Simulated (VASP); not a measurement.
# MgScAlO4 (R3m) in VASP: dielectric tensor with LDA

Aim: the dielectric tensor of MgScAlO4 with LDA.

Program: VASP 6.6.1. These are calculated values, not measurements. Logs are shortened: lines on timing, memory, paths and dates and some standing lists are left out, and cuts for length are marked.

## (1) The crystal as given

It takes space group R3m (No. 160, trigonal). Conventional cell: a = 3.209 Å, b = 3.209 Å, c = 24.541 Å, α = 90.00°, β = 90.00°, γ = 120.00°. Mg (site symmetry 3m) has 4 O at 1.93 to 1.95 Å as nearest neighbours. Sc (site symmetry 3m) is surrounded by 6 O at 2.11 Å. Al (site symmetry 3m) is surrounded by 5 O at 1.84 to 1.85 Å. O (site symmetry 3m) has 3 Al at 1.85 Å as nearest neighbours. O (site symmetry 3m) has 1 Al at 1.85 Å and 3 Mg at 1.93 Å as nearest neighbours. O (site symmetry 3m) is surrounded by 1 Mg at 1.95 Å and 3 Sc at 2.11 Å. Around O (site symmetry 3m) lie 1 Al at 1.84 Å and 3 Sc at 2.11 Å.

The cell comes from a database or a generator and needn't be the stable form of this composition.

## (2) Dielectric tensor, LDA

The input, INCAR:

```
SYSTEM = MgScAlO4
ALGO = Fast
EDIFF = 1E-8
ENCUT = 520
GGA = CA
ISIF = 2
ISMEAR = -1
KPAR = 4
LASPH = .TRUE.
LCHARG = .FALSE.
LEPSILON = .TRUE.
LREAL = .FALSE.
LWAVE = .FALSE.
NELM = 100
PREC = Accurate
SIGMA = 0.05
```

The input, KPOINTS:

```
k-points
0
G
  6 6 6
  0 0 0
```

The input, POSCAR:

```
MgScAlO4                                
1.0
    1.6045967748      0.9264143799      8.1802328700
   -1.6045967748      0.9264143799      8.1802328700
    0.0000000000     -1.8528287599      8.1802328700
  Mg              Sc              Al              O             
     1     1     1     4
Direct
     0.7828034343900436    0.7828034343900436    0.7828034343900437
     0.9957987792534425    0.9957987792534425    0.9957987792534425
     0.2132028650096852    0.2132028650096852    0.2132028650096852
     0.8788891940558731    0.8788891940558731    0.8788891940558732
     0.1376851391067815    0.1376851391067815    0.1376851391067814
     0.7033369562279046    0.7033369562279046    0.7033369562279048
     0.2879802919562673    0.2879802919562673    0.2879802919562671
```

Potentials or basis: VASP PAW LDA potentials, release 64 (Mg, Sc_sv, Al, O).

Command:

```bash
$ cat potpaw_LDA.64/Mg/POTCAR potpaw_LDA.64/Sc_sv/POTCAR potpaw_LDA.64/Al/POTCAR potpaw_LDA.64/O/POTCAR > POTCAR
$ mpirun -np 4 vasp_std > vasp.out
```

OUTCAR:

```text
SYSTEM = MgScAlO4
   EDIFF = 1E-8
   ENCUT = 520
   GGA = CA
   ISIF = 2
   ISMEAR = -1
   LASPH = .TRUE.
   LEPSILON = .TRUE.
   LREAL = .FALSE.
   NELM = 100
   PREC = Accurate

 ion  position               nearest neighbor table
   1  0.783  0.783  0.783-   5 1.93   5 1.93   5 1.93   6 1.95   4 2.36   3 3.02   3 3.02   3 3.02
                             2 3.49   2 3.49   2 3.49
   2  0.996  0.996  0.996-   6 2.11   6 2.11   6 2.11   7 2.11   7 2.11   7 2.11   3 3.40   3 3.40
                             3 3.40   1 3.49   1 3.49   1 3.49
   3  0.213  0.213  0.213-   7 1.84   4 1.85   4 1.85   4 1.85   5 1.85   1 3.02   1 3.02   1 3.02
                             2 3.40   2 3.40   2 3.40
   4  0.879  0.879  0.879-   3 1.85   3 1.85   3 1.85   1 2.36
   5  0.138  0.138  0.138-   3 1.85   1 1.93   1 1.93   1 1.93
   6  0.703  0.703  0.703-   1 1.95   2 2.11   2 2.11   2 2.11
   7  0.288  0.288  0.288-   3 1.84   2 2.11   2 2.11   2 2.11

  LATTYP: Found a trigonal (rhomboedric) cell.
 ALAT       =     8.3874420547
 COS(alpha) =     0.9268014025

  Lattice vectors:

 A1 = (   1.6045967748,   0.9264143799,   8.1802328700)
 A2 = (  -1.6045967748,   0.9264143799,   8.1802328700)
 A3 = (   0.0000000000,  -1.8528287599,   8.1802328700)

Analysis of symmetry for initial positions (statically):
=====================================================================
 Subroutine PRICEL returns:
 Original cell was already a primitive cell.

 Routine SETGRP: Setting up the symmetry group for a
 trigonal (rhombohedral) supercell.

 Subroutine GETGRP returns: Found  6 space group operations
 (whereof  6 operations were pure point group operations)
 out of a pool of 12 trial point group operations.

The static configuration has the point symmetry C_3v.

Analysis of symmetry for dynamics (positions and initial velocities):
=====================================================================
 Subroutine PRICEL returns:
 Original cell was already a primitive cell.

 Routine SETGRP: Setting up the symmetry group for a
 trigonal (rhombohedral) supercell.

 Subroutine GETGRP returns: Found  6 space group operations
 (whereof  6 operations were pure point group operations)
 out of a pool of 12 trial point group operations.

The dynamic configuration has the point symmetry C_3v.

 Subroutine INISYM returns: Found  6 space group operations
 (whereof  6 operations are pure point group operations),
 and found     1 'primitive' translations

----------------------------------------------------------------------------------------

                                     Primitive cell

  volume of cell :      72.9606

  direct lattice vectors                    reciprocal lattice vectors
     1.604596775  0.926414380  8.180232870     0.311604764  0.179905095  0.040748636
    -1.604596775  0.926414380  8.180232870    -0.311604764  0.179905095  0.040748636
     0.000000000 -1.852828760  8.180232870     0.000000000 -0.359810189  0.040748636

  length of vectors
     8.387442055  8.387442055  8.387442055     0.362110237  0.362110237  0.362110237

  position of ions in fractional coordinates (direct lattice)
     0.782803434  0.782803434  0.782803434
     0.995798779  0.995798779  0.995798779
     0.213202865  0.213202865  0.213202865
     0.878889194  0.878889194  0.878889194
     0.137685139  0.137685139  0.137685139
     0.703336956  0.703336956  0.703336956
     0.287980292  0.287980292  0.287980292

  ion indices of the primitive-cell ions
   primitive index   ion index
                 1           1
                 2           2
                 3           3
                 4           4
                 5           5
                 6           6
                 7           7

----------------------------------------------------------------------------------------

 KPOINTS: k-points

Automatic generation of k-mesh.
 Grid dimensions read from file:
 generate k-points for:    6    6    6

 Generating k-lattice:

  Cartesian coordinates                     Fractional coordinates (reciprocal lattice)
     0.051934127  0.029984182  0.006791439     0.166666667  0.000000000  0.000000000
[... 72 lines left out ...]
   EMIN   =  10.00;   EMAX   =-10.00  energy-range for DOS
   EFERMI =   0.00;   METHOD = LEGACY
   ISMEAR =    -1;   SIGMA  =   0.05  broadening in eV -4-tet -1-fermi 0-gaus
   EFERMI_NEDOS =   21; number of points for ismear=-14 and -15
   IALGO  =     68    algorithm
   IMIX   =      4    mixing-type and parameters
     AMIX     =   0.40;   BMIX     =  1.00
     AMIX_MAG =   1.60;   BMIX_MAG =  1.00
  volume/ion in A,a.u.               =      10.42        70.34
  Fermi-wavevector in a.u.,A,eV,Ry     =   1.339879  2.532003 24.426195  1.795275
  Thomas-Fermi vector in A             =   2.468236
   LORBIT       =      0    0 simple, 1 ext, 2 COOP (PROOUT), +10 PAW based schemes
   GGA     = CA    functional components
   LHFCALC =     F    Hartree Fock is set to
   AEXX    =    0.0000 exact exchange contribution
   IVDW    =     0    specifies the selected vdW correction
   LEPSILON=     T    determine dielectric tensor
   LRPA    =     F    only Hartree local field effects (RPA)
 non-spin polarized calculation
 RMM-DIIS sequential band-by-band and
  energy-cutoff  :      520.00
  volume of cell :       72.96
 maximum number of plane-waves:      1986
 NGX is ok and might be reduce to    64
   NGX = 31   NGY = 31   NGZ = 31

--------------------------------------- Ionic step        1  -------------------------------------------

 number of electron      39.9999999 magnetization

 E-fermi :   4.2765     XC(G=0): -11.4035

 val. band max:        3.1665990965   @ k =   0.0000   0.0000   0.0000
 cond. band min:       7.6844474014   @ k =   0.0000   0.0000   0.0000
 fundamental gap:      4.5178483049
 Fermi energy:         4.2765050002

 k-point     1 :       0.0000    0.0000    0.0000
  band No.  band energies     occupation
      1     -43.1984      2.00000
      2     -22.3844      2.00000
      3     -21.9688      2.00000
      4     -21.9688      2.00000
      5     -14.9491      2.00000
      6     -13.2108      2.00000
[... 637 lines left out ...]
     23       9.2200      0.00000
     24      10.5943      0.00000

 [... further k-points ...]

  FORCE on cell =-STRESS in cart. coord.  units (eV):
  Direction    XX          YY          ZZ          XY          YZ          ZX
  --------------------------------------------------------------------------------------
  -------------------------------------------------------------------------------------
  Total        0.0716489      0.0716489      0.0666042      0.0000000     -0.0000000      0.0000000
  in kB        1.5733732      1.5733732      1.4625947      0.0000000     -0.0000000      0.0000000
  external PRESSURE =       1.5364470 kB  Pullay stress =       0.0000000 kB

 VOLUME and BASIS-vectors are now :
 -----------------------------------------------------------------------------
  energy-cutoff  :      520.00
  volume of cell :       72.96
      direct lattice vectors                 reciprocal lattice vectors
     1.604596775  0.926414380  8.180232870     0.311604764  0.179905095  0.040748636
    -1.604596775  0.926414380  8.180232870    -0.311604764  0.179905095  0.040748636
     0.000000000 -1.852828760  8.180232870     0.000000000 -0.359810189  0.040748636

 POSITION                                       TOTAL-FORCE (eV/Angst)
 -----------------------------------------------------------------------------------
      0.00000     -0.00000     19.21054         0.000000     -0.000000      0.004568
      0.00000     -0.00000     24.43760         0.000000     -0.000000      0.008503
      0.00000     -0.00000      5.23215         0.000000      0.000000     -0.011123
      0.00000     -0.00000     21.56855         0.000000     -0.000000      0.002155
      0.00000     -0.00000      3.37889         0.000000     -0.000000      0.005162
      0.00000     -0.00000     17.26038         0.000000      0.000000     -0.000729
      0.00000     -0.00000      7.06724         0.000000      0.000000     -0.008537
 -----------------------------------------------------------------------------------
    total drift:                               -0.000000      0.000000      0.000205

  FREE ENERGIE OF THE ION-ELECTRON SYSTEM (eV)
  ---------------------------------------------------
  free  energy   TOTEN  =       -58.4175791156 eV

  energy  without entropy=      -58.4175791155  energy(sigma->0) =      -58.41757912

 HEAD OF MICROSCOPIC STATIC DIELECTRIC TENSOR (INDEPENDENT PARTICLE, excluding Hartree and local field effects)
 ------------------------------------------------------
           3.986387     0.000000     0.000000
           0.000000     3.986387    -0.000000
           0.000000    -0.000000     3.641907
 ------------------------------------------------------

 Free energy of the ion-electron system (eV)
  ---------------------------------------------------
  ---------------------------------------------------
  free energy    TOTEN  =        -0.60303994 eV

  energy without entropy =       -0.60303994

------------------------ aborting loop because EDIFF is reached ----------------------------------------

--------------------------------------- Ionic step        2  -------------------------------------------

------------------------ aborting loop because EDIFF is reached ----------------------------------------

--------------------------------------- Ionic step        3  -------------------------------------------

 Free energy of the ion-electron system (eV)
  ---------------------------------------------------
  ---------------------------------------------------
  free energy    TOTEN  =        -0.50577987 eV

  energy without entropy =       -0.50577987

------------------------ aborting loop because EDIFF is reached ----------------------------------------

 PIEZOELECTRIC TENSOR FIELD DIRECTION 3  (e Angst)
 -----------------------------------------------------------------------------
    -0.21898  0.00000 -0.00000           (  0.02407  0.00000 -0.00000)
     0.00000 -0.21898 -0.00000           (  0.00000  0.02407  0.00000)
    -0.00000 -0.00000  0.41151           ( -0.00000  0.00000 -0.03618)

 PIEZOELECTRIC TENSOR FIELD DIRECTION 3  (C/m^2)
 -----------------------------------------------------------------------------
    -0.04809  0.00000 -0.00000
     0.00000 -0.04809 -0.00000
    -0.00000 -0.00000  0.09037

 MACROSCOPIC STATIC DIELECTRIC TENSOR (including local field effects in DFT)
 ------------------------------------------------------
           3.823907     0.000000     0.000000
           0.000000     3.823907    -0.000000
           0.000000    -0.000000     3.369332
 ------------------------------------------------------

 PIEZOELECTRIC TENSOR (including local field effects)  for field in x, y, z        (e  Angst)
          XX          YY          ZZ          XY          YZ          ZX
  --------------------------------------------------------------------------------
  x     0.00000     0.00000     0.00000    -0.75196     0.00000    -0.08742
  y    -0.75196     0.75196    -0.00000     0.00000    -0.08742     0.00000
  z    -0.21898    -0.21898     0.41151     0.00000    -0.00000     0.00000

 PIEZOELECTRIC TENSOR (including local field effects)  for field in x, y, z        (C/m^2)
          XX          YY          ZZ          XY          YZ          ZX
  --------------------------------------------------------------------------------
  x     0.00000     0.00000     0.00000    -0.16513     0.00000    -0.01920
  y    -0.16513     0.16513    -0.00000     0.00000    -0.01920     0.00000
  z    -0.04809    -0.04809     0.09037     0.00000    -0.00000     0.00000

 BORN EFFECTIVE CHARGES (including local field effects) (in |e|, cummulative output)
 ---------------------------------------------------------------------------------
 ion    1
    1     1.76387     0.00000     0.00000
    2     0.00000     1.76387    -0.00000
    3     0.00000    -0.00000     2.39138
 ion    2
    1     4.27264     0.00000     0.00000
    2     0.00000     4.27264    -0.00000
    3     0.00000    -0.00000     2.62354
 ion    3
    1     2.67406     0.00000     0.00000
    2     0.00000     2.67406    -0.00000
    3     0.00000    -0.00000     3.08484
 ion    4
    1    -2.04427     0.00000     0.00000
    2     0.00000    -2.04427     0.00000
    3     0.00000     0.00000    -1.85028
 ion    5
    1    -1.70408     0.00000     0.00000
    2     0.00000    -1.70408     0.00000
    3     0.00000     0.00000    -2.26645
 ion    6
    1    -2.54944     0.00000     0.00000
    2     0.00000    -2.54944     0.00000
    3     0.00000     0.00000    -1.95548
 ion    7
    1    -2.41278     0.00000     0.00000
    2     0.00000    -2.41278     0.00000
    3     0.00000     0.00000    -2.02755
```

Run time: 23 min. Hardware: 4 MPI ranks of Intel Xeon Platinum 8488C (Sapphire Rapids), shared host; peak memory 0.9 GiB.

Results:

| Property | Result |
| --- | --- |
| Band gap on the k mesh | 4.52 eV, direct |
| Electronic dielectric tensor (diagonal) | 3.82, 3.82, 3.37 |
| Born charges (mean of the diagonal) | Mg +1.97; Sc +3.72; Al +2.81; O -1.98, -1.89, -2.35, -2.28 e |

Levels at points of the mesh, in eV from the valence-band top:
| k point | band 16 | band 17 | band 18 | band 19 | band 20 | band 21 | band 22 | band 23 | band 24 |
| --- | --- | --- | --- | --- | --- | --- | --- | --- | --- |
| (0.00, 0.00, 0.00) | -0.94 | -0.94 | -0.23 | -0.23 | 0.00 | 4.52 | 5.00 | 5.00 | 5.68 |
| (0.50, 0.00, 0.00) | -1.59 | -1.30 | -1.09 | -0.69 | -0.27 | 4.57 | 5.75 | 6.21 | 7.04 |
| (0.50, 0.50, 0.00) | -1.49 | -0.99 | -0.96 | -0.90 | -0.50 | 4.57 | 5.80 | 6.21 | 7.01 |
| (0.50, 0.50, 0.50) | -0.92 | -0.92 | -0.63 | -0.24 | -0.24 | 5.01 | 5.01 | 5.02 | 5.68 |

Electronic dielectric tensor:
```
3.82 0.00 0.00
0.00 3.82 0.00
0.00 0.00 3.37
```

Born effective charge tensors (e):
atom 1, Mg
```
1.76 0.00 0.00
0.00 1.76 0.00
0.00 0.00 2.39
```
atom 2, Sc
```
4.27 0.00 0.00
0.00 4.27 0.00
0.00 0.00 2.62
```
atom 3, Al
```
2.67 0.00 0.00
0.00 2.67 0.00
0.00 0.00 3.08
```
atom 4, O
```
-2.04  0.00  0.00
 0.00 -2.04  0.00
 0.00  0.00 -1.85
```
atom 5, O
```
-1.70  0.00  0.00
 0.00 -1.70  0.00
 0.00  0.00 -2.27
```
atom 6, O
```
-2.55  0.00  0.00
 0.00 -2.55  0.00
 0.00  0.00 -1.96
```
atom 7, O
```
-2.41  0.00  0.00
 0.00 -2.41  0.00
 0.00  0.00 -2.03
```

A k mesh can miss the band edges.
